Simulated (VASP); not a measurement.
Input:

```
CELL_PARAMETERS angstrom
      0.00000     2.03223     2.03223
      2.03223     0.00000     2.03223
      2.03223     2.03223     0.00000
ATOMIC_POSITIONS crystal
  Ag 0.00000 0.00000 0.00000
```

All values below come from r2SCAN meta-GGA, VASP's PBE PAW potentials (set 64) (plane waves; VASP). Settings: 520 eV cut-off, 15×15×15 Γ-centred mesh, first-order Methfessel-Paxton smearing of 0.10 eV, potentials Ag.

Q: Give the stress tensor in GPa (positive for a compressed cell).

A: 
```
3.35  0.00  0.00
0.00  3.35  0.00
0.00  0.00  3.35
```
The pressure is its mean diagonal, 3.35 GPa.

The compound is Ag in the fcc structure. This cell is one point of a volume scan, at 0.97 of the reference volume.
